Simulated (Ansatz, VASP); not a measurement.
## Cross-check of AlSi23HO48 (Al-H pair in alpha-quartz) between VASP and Ansatz

Aim: how closely do two programs agree when they are given the same cell, functional and k mesh? Of the first pair: The structure shown is the start of the Ansatz relaxation below; VASP solves that cell, so the two are compared at the walk's first step.

Program: Ansatz 0.2.0. Level of theory: plane waves, with VASP 6.6.1 beside it; single point at LDA. Results are calculated unless marked as measured.

## (1) The structure

The cell holds 73 atoms: 23 Si, 48 O, 1 Al and 1 H. Its edges and angles: a = 9.736 Å, b = 9.736 Å, c = 10.733 Å, α = 90.0°, β = 90.0°, γ = 120.0°. It derives from SiO2 (SiO2 (P3_221)). Nearest the centre at fractional (0.218, 0.159, 0.413): O24 at 0.32 Å, H73 at 1.29 Å, Al72 at 1.31 Å, Si1 at 1.83 Å, O33 at 2.38 Å, O32 at 2.38 Å, O29 at 2.38 Å, O41 at 2.69 Å.

## (2) Ansatz: relaxation, LDA

Ansatz runs on its default PAW (the set named soft_2) files.

The two programs are compared at the cell with which this relaxation starts, whose forces are those of its first step.

Input file input.yaml:

```yaml
relax:
  f_tol: 0.01
  max_steps: 80
  random_displacement: { amplitude: 0.02, seed: 918 }
crystal:
  lattice:
    - [9.73644236, 0.0, 0.0]
    - [-4.86822118, 8.43200643, 0.0]
    - [0.0, 0.0, 10.7331742]
  atoms:
    - { symbol: Si, position: [0.232486098, 0.0, 0.333333333] }
    - { symbol: Si, position: [0.0, 0.232486098, 0.166666667] }
    - { symbol: Si, position: [0.267513902, 0.267513902, 0.0] }
    - { symbol: O, position: [0.205619306, 0.137876189, 0.389540306] }
    - { symbol: O, position: [0.362123811, 0.067743118, 0.222873639] }
    - { symbol: O, position: [0.432256882, 0.294380694, 0.056206973] }
    - { symbol: O, position: [0.137876189, 0.205619306, 0.110459694] }
    - { symbol: O, position: [0.067743118, 0.362123811, 0.277126361] }
    - { symbol: O, position: [0.294380694, 0.432256882, 0.443793027] }
    - { symbol: Si, position: [0.232486098, 0.0, 0.833333333] }
    - { symbol: Si, position: [0.0, 0.232486098, 0.666666667] }
    - { symbol: Al, position: [0.267513902, 0.267513902, 0.5] }
    - { symbol: O, position: [0.205619306, 0.137876189, 0.889540306] }
    - { symbol: O, position: [0.362123811, 0.067743118, 0.722873639] }
    - { symbol: O, position: [0.432256882, 0.294380694, 0.556206973] }
    - { symbol: O, position: [0.137876189, 0.205619306, 0.610459694] }
    - { symbol: O, position: [0.067743118, 0.362123811, 0.777126361] }
    - { symbol: O, position: [0.294380694, 0.432256882, 0.943793027] }
    - { symbol: Si, position: [0.232486098, 0.5, 0.333333333] }
    - { symbol: Si, position: [0.0, 0.732486098, 0.166666667] }
    - { symbol: Si, position: [0.267513902, 0.767513902, 0.0] }
    - { symbol: O, position: [0.205619306, 0.637876189, 0.389540306] }
    - { symbol: O, position: [0.362123811, 0.567743118, 0.222873639] }
    - { symbol: O, position: [0.432256882, 0.794380694, 0.056206973] }
    - { symbol: O, position: [0.137876189, 0.705619306, 0.110459694] }
    - { symbol: O, position: [0.067743118, 0.862123811, 0.277126361] }
    - { symbol: O, position: [0.294380694, 0.932256882, 0.443793027] }
    - { symbol: Si, position: [0.232486098, 0.5, 0.833333333] }
    - { symbol: Si, position: [0.0, 0.732486098, 0.666666667] }
    - { symbol: Si, position: [0.267513902, 0.767513902, 0.5] }
    - { symbol: O, position: [0.205619306, 0.637876189, 0.889540306] }
    - { symbol: O, position: [0.362123811, 0.567743118, 0.722873639] }
    - { symbol: O, position: [0.432256882, 0.794380694, 0.556206973] }
    - { symbol: O, position: [0.137876189, 0.705619306, 0.610459694] }
    - { symbol: O, position: [0.067743118, 0.862123811, 0.777126361] }
    - { symbol: O, position: [0.294380694, 0.932256882, 0.943793027] }
    - { symbol: Si, position: [0.732486098, 0.0, 0.333333333] }
    - { symbol: Si, position: [0.5, 0.232486098, 0.166666667] }
    - { symbol: Si, position: [0.767513902, 0.267513902, 0.0] }
    - { symbol: O, position: [0.705619306, 0.137876189, 0.389540306] }
    - { symbol: O, position: [0.862123811, 0.067743118, 0.222873639] }
    - { symbol: O, position: [0.932256882, 0.294380694, 0.056206973] }
    - { symbol: O, position: [0.637876189, 0.205619306, 0.110459694] }
    - { symbol: O, position: [0.567743118, 0.362123811, 0.277126361] }
    - { symbol: O, position: [0.794380694, 0.432256882, 0.443793027] }
    - { symbol: Si, position: [0.732486098, 0.0, 0.833333333] }
    - { symbol: Si, position: [0.5, 0.232486098, 0.666666667] }
    - { symbol: Si, position: [0.767513902, 0.267513902, 0.5] }
    - { symbol: O, position: [0.705619306, 0.137876189, 0.889540306] }
    - { symbol: O, position: [0.862123811, 0.067743118, 0.722873639] }
    - { symbol: O, position: [0.932256882, 0.294380694, 0.556206973] }
    - { symbol: O, position: [0.637876189, 0.205619306, 0.610459694] }
    - { symbol: O, position: [0.567743118, 0.362123811, 0.777126361] }
    - { symbol: O, position: [0.794380694, 0.432256882, 0.943793027] }
    - { symbol: Si, position: [0.732486098, 0.5, 0.333333333] }
    - { symbol: Si, position: [0.5, 0.732486098, 0.166666667] }
    - { symbol: Si, position: [0.767513902, 0.767513902, 0.0] }
    - { symbol: O, position: [0.705619306, 0.637876189, 0.389540306] }
    - { symbol: O, position: [0.862123811, 0.567743118, 0.222873639] }
    - { symbol: O, position: [0.932256882, 0.794380694, 0.056206973] }
    - { symbol: O, position: [0.637876189, 0.705619306, 0.110459694] }
    - { symbol: O, position: [0.567743118, 0.862123811, 0.277126361] }
    - { symbol: O, position: [0.794380694, 0.932256882, 0.443793027] }
    - { symbol: Si, position: [0.732486098, 0.5, 0.833333333] }
    - { symbol: Si, position: [0.5, 0.732486098, 0.666666667] }
    - { symbol: Si, position: [0.767513902, 0.767513902, 0.5] }
    - { symbol: O, position: [0.705619306, 0.637876189, 0.889540306] }
    - { symbol: O, position: [0.862123811, 0.567743118, 0.722873639] }
    - { symbol: O, position: [0.932256882, 0.794380694, 0.556206973] }
    - { symbol: O, position: [0.637876189, 0.705619306, 0.610459694] }
    - { symbol: O, position: [0.567743118, 0.862123811, 0.777126361] }
    - { symbol: O, position: [0.794380694, 0.932256882, 0.943793027] }
    - { symbol: H, position: [0.170942, 0.053162, 0.326978] }
basis:
  ecutwfc: 420
  xc_grid: 2
hamiltonian:
  xc: lda
kpoints:
  mp_grid: { grid: [1, 1, 1], shift: [0.25, 0.25, 0.25] }
scf:
  occupations: { method: fermi_dirac, width: 0.01 }
  max_iter: 120
output:
  forces: true
checkpoint:
  write: "../relax.run"
  compress: false
  write_wavefunctions: true
  write_every: 100000
```

Started as:

```sh
$ ansatz run input.yaml --threads 2 --pin off --max-ram 3768MiB --backend cpu --events-out ev --progress --plain --runs-dir out
```

Numbers of over 12 decimals in the logs are rounded to 6 here.

The program printed:

```text
Engine: ansatz 0.2.0, x86_64-unknown-linux-gnu
Pseudopotentials: kind: paw
Pseudopotential: Si, paw, valence charge 4, recommended cutoff 420 eV (normal), Si.paw.azcp
Pseudopotential: O, paw, valence charge 6, recommended cutoff 420 eV (normal), O.paw.azcp
Pseudopotential: Al, paw, valence charge 3, recommended cutoff 420 eV (normal), Al.paw.azcp
Pseudopotential: H, paw, valence charge 1, recommended cutoff 420 eV (normal), H.paw.azcp
Functional definition: SPW92
  exchange = slater_x
  correlation = pw_c
Crystal: 73 atoms, lattice volume = 881.169 Å³
Basis set: ecut = 420 eV, 17231 PW (Γ), exchange–correlation on 144×144×144 points (8 copies of the dense FFT grid, shifted against one another)
Bands: 265, of which v1, the nominal top of the filled ones, is band 192 counted from 1 (191 counted from 0)
Symmetry: 1 space group operations
k-points: 1
Non-local potential: Si, projectors of the file, l = 0: 2, l = 1: 2, l = 2: 2
Non-local potential: O, projectors of the file, l = 0: 2, l = 1: 2, l = 2: 1
Non-local potential: Al, projectors of the file, l = 0: 2, l = 1: 2, l = 2: 1
Non-local potential: H, projectors of the file, l = 0: 2, l = 1: 1
PAW form: soft (Blöchl's): semilocal exchange-correlation on the pseudo side does not see the compensation charge
PAW frozen core: Si, regenerated for the run's functional, and the local potential with it (the file was generated under x = pbe(κ = 0.804, μ = 0.219515), c = pbe(β = 0.066725))
PAW frozen core: O, regenerated for the run's functional, and the local potential with it (the file was generated under x = pbe(κ = 0.804, μ = 0.219515), c = pbe(β = 0.066725))
PAW frozen core: Al, regenerated for the run's functional, and the local potential with it (the file was generated under x = pbe(κ = 0.804, μ = 0.219515), c = pbe(β = 0.066725))
PAW one-centre angular grid: Si, 110 points (default); XC on 64 Gauss nodes
PAW one-centre angular grid: O, 110 points (default); XC on 64 Gauss nodes
PAW one-centre angular grid: Al, 110 points (default); XC on 64 Gauss nodes
PAW one-centre angular grid: H, 110 points (default); XC on 64 Gauss nodes
Initial density: superposition of atomic densities (neutral atoms: chi_scale 0, normalization atom), corrected by the library's trained network
Initial wavefunctions: pseudopotential atomic-orbital guess
Functional: x = slater, c = lda
SCF iter   1: F=—  HF=-41253.128368 eV  |F-HF|=—  |Δ(HF+E_count)|=         —  Δρ=1.65e-2  dr2=2.35e0  ethr=1.77e-3  ⟨swp⟩=7.0  Hψ=1288  notcnv=0  defer=34
preconditioner: auto → Resta (q_TF=auto, 2.376 Å⁻¹)  ε∞=3.2  [insulator: Δε(μ)=4.818 eV  Ē_g=16.592 eV  σ=0.010 eV  W_gap=1.00  n_scr=212 (ndim 8)  ℏωp=24.5 eV  f_vac=0.098  D(μ)=0.00/eV (n_scr^D=0)  ε∞_Penn≈3.2]
SCF iter   2: F=—  HF=-41252.410534 eV  |F-HF|=—  |Δ(HF+E_count)|=   7.18e-1  Δρ=5.36e-3  dr2=1.91e-1  ethr=6.12e-4  ⟨swp⟩=3.0  Hψ=503  notcnv=0  defer=68
SCF iter   3: F=—  HF=-41252.345668 eV  |F-HF|=—  |Δ(HF+E_count)|=   6.49e-2  Δρ=2.25e-3  dr2=4.81e-2  ethr=4.99e-5  ⟨swp⟩=3.0  Hψ=399  notcnv=0  defer=68
SCF iter   4: F=—  HF=-41252.327148 eV  |F-HF|=—  |Δ(HF+E_count)|=   1.85e-2  Δρ=5.37e-4  dr2=2.81e-3  ethr=1.25e-5  ⟨swp⟩=4.0  Hψ=404  notcnv=0  defer=68
SCF iter   5: F=—  HF=-41252.326718 eV  |F-HF|=—  |Δ(HF+E_count)|=   4.29e-4  Δρ=3.88e-4  dr2=1.04e-3  ethr=7.32e-7  ⟨swp⟩=3.0  Hψ=503  notcnv=0  defer=68
SCF iter   6: F=—  HF=-41252.326359 eV  |F-HF|=—  |Δ(HF+E_count)|=   3.59e-4  Δρ=7.95e-5  dr2=5.20e-5  ethr=2.70e-7  ⟨swp⟩=2.0  Hψ=390  notcnv=0  defer=68
SCF iter   7: F=—  HF=-41252.326358 eV  |F-HF|=—  |Δ(HF+E_count)|=   8.74e-7  Δρ=2.65e-5  dr2=5.27e-6  ethr=1.35e-8  ⟨swp⟩=2.0  Hψ=388  notcnv=0  defer=68
SCF iter   8: F=-41252.326357 eV  HF=-41252.326358 eV  |F-HF|=3.16e-7  |Δ(HF+E_count)|=   6.86e-7  Δρ=1.02e-5  dr2=7.21e-7  ethr=6.51e-10  ⟨swp⟩=5.0  Hψ=846  notcnv=0
SCF 1 converged in 8 iterations: F = -41252.326357 eV  dr2 = 7.21e-7
  greatest PAW one-centre occupation: 0.873 electrons in one spin orbital (limit 2), on the O atom at site 3 (counted from 0), in its partial waves of l = 0
relax step   1: F+E_penalty+E_count = -41252.32635725 eV  Δ(F+E_penalty+E_count) = +0.000e0 eV  max|allowed force component| = 3.441e1 eV/Å  Δτ_max = 0.0000 Å  (8 SCF iters, dr2 threshold 2.50e-6 eV, accepted)
Initial density: handed on by an earlier stage of this run
Initial wavefunctions: those handed on with the density
iter 1 solved again at ethr=7.26e-5 eV; its pass at ethr=3.10e-3 eV (dr2=2.79e-1 eV) is discarded
SCF iter   1: F=—  HF=-41258.576629 eV  |F-HF|=—  |Δ(HF+E_count)|=         —  Δρ=7.43e-3  dr2=2.87e-1  ethr=7.26e-5  ⟨swp⟩=2.0  Hψ=1228  notcnv=0  defer=44
preconditioner: auto → Resta (q_TF=auto, 2.376 Å⁻¹)  ε∞=3.1  [insulator: Δε(μ)=4.898 eV  Ē_g=16.727 eV  σ=0.010 eV  W_gap=1.00  n_scr=212 (ndim 8)  ℏωp=24.5 eV  f_vac=0.081  D(μ)=0.00/eV (n_scr^D=0)  ε∞_Penn≈3.1]
[...]
max |Σ_I F_I| component: 2.02e-5 eV/Å
--- Band table (eV) ---
  k-point 0: bands = [... 188 lower, 2.4207, 2.5431, 2.6099, 2.7017, 9.0317, 9.6849, 9.8045, 9.9630, ... 69 higher]
--- Relaxed structure (24 steps of the walk, 24 accepted, 0 SCFs on fresh bases) ---
  F+E_penalty+E_count = -41265.13524326 eV   max|allowed force component| = 5.435e-3 eV/Å
  atoms:
    - { symbol: Si, position: [0.219942, -0.012263, 0.331973] }
    - { symbol: Si, position: [0.000670286, 0.240535, 0.160954] }
    - { symbol: Si, position: [0.271015, 0.273791, -0.00520634] }
    - { symbol: O, position: [0.160256, 0.106331, 0.395281] }
    - { symbol: O, position: [0.352072, 0.079008, 0.228456] }
    - { symbol: O, position: [0.433203, 0.299156, 0.055461] }
    - { symbol: O, position: [0.138973, 0.215743, 0.103348] }
    - { symbol: O, position: [0.065514, 0.365343, 0.274103] }
    - { symbol: O, position: [0.299835, 0.439486, 0.435754] }
    - { symbol: Si, position: [0.239627, 0.00376131, 0.833616] }
    - { symbol: Si, position: [0.0063958, 0.237793, 0.672840] }
    - { symbol: Al, position: [0.273035, 0.273051, 0.507344] }
    - { symbol: O, position: [0.210473, 0.141479, 0.886876] }
    - { symbol: O, position: [0.370091, 0.064577, 0.724416] }
    - { symbol: O, position: [0.443667, 0.273409, 0.540196] }
    - { symbol: O, position: [0.142131, 0.204893, 0.628058] }
    - { symbol: O, position: [0.069643, 0.374654, 0.779019] }
    - { symbol: O, position: [0.303983, 0.439363, 0.936437] }
    - { symbol: Si, position: [0.232729, 0.502612, 0.330069] }
    - { symbol: Si, position: [-0.00427674, 0.720111, 0.159853] }
    - { symbol: Si, position: [0.276766, 0.775391, -6.81228061526279e-7] }
    - { symbol: O, position: [0.205617, 0.642433, 0.384326] }
    - { symbol: O, position: [0.355941, 0.569626, 0.214298] }
    - { symbol: O, position: [0.441392, 0.809975, 0.062702] }
    - { symbol: O, position: [0.138399, 0.701067, 0.104384] }
    - { symbol: O, position: [0.060839, 0.849151, 0.271830] }
    - { symbol: O, position: [0.287570, 0.930014, 0.443485] }
    - { symbol: Si, position: [0.241150, 0.508489, 0.827669] }
    - { symbol: Si, position: [0.00691535, 0.731184, 0.670443] }
    - { symbol: Si, position: [0.267549, 0.766354, 0.498197] }
    - { symbol: O, position: [0.226664, 0.653317, 0.885168] }
    - { symbol: O, position: [0.366963, 0.570228, 0.713657] }
    - { symbol: O, position: [0.436202, 0.801089, 0.551294] }
    - { symbol: O, position: [0.142179, 0.702057, 0.611670] }
    - { symbol: O, position: [0.075303, 0.860791, 0.780321] }
    - { symbol: O, position: [0.299188, 0.940670, 0.949504] }
    - { symbol: Si, position: [0.744021, -0.000702973, 0.330368] }
    - { symbol: Si, position: [0.496487, 0.237427, 0.168385] }
    - { symbol: Si, position: [0.757726, 0.265081, 0.00197698] }
[...]
- { symbol: Si, position: [0.729176, 0.000486282, 0.835404] }
    - { symbol: Si, position: [0.506064, 0.225960, 0.660245] }
    - { symbol: Si, position: [0.774901, 0.262580, 0.503041] }
[...]
- { symbol: Si, position: [0.735858, 0.494933, 0.333378] }
    - { symbol: Si, position: [0.502741, 0.732338, 0.165998] }
    - { symbol: Si, position: [0.764111, 0.762878, -0.00510536] }
[...]
- { symbol: O, position: [0.579896, 0.852548, 0.282865] }
    - { symbol: O, position: [0.832719, 0.941376, 0.430589] }
    - { symbol: Si, position: [0.728171, 0.497342, 0.828691] }
    - { symbol: Si, position: [0.504092, 0.738174, 0.660895] }
    - { symbol: Si, position: [0.781477, 0.771011, 0.497213] }
    - { symbol: O, position: [0.702184, 0.637647, 0.881321] }
    - { symbol: O, position: [0.866407, 0.566913, 0.724446] }
    - { symbol: O, position: [0.942156, 0.796012, 0.559215] }
    - { symbol: O, position: [0.647488, 0.722256, 0.601664] }
    - { symbol: O, position: [0.567731, 0.861626, 0.775342] }
    - { symbol: O, position: [0.792655, 0.930152, 0.943322] }
    - { symbol: H, position: [0.041733, 0.049393, 0.410692] }
```

(Part 1 of 3 ends here.)

[Lines on the potential files, build, host, timing and source positions are cut from VASP's logs without a mark.]

[Logs are printed without paths, hosts, clocks, repeated set-up lines and the standing remarks that a program may print on its own settings, such as how far it seeks lower states.]

[Hosts, paths, dates, database ids (printed as entryN), source tags and the programs' standing remarks are cut or masked in the printed files.]
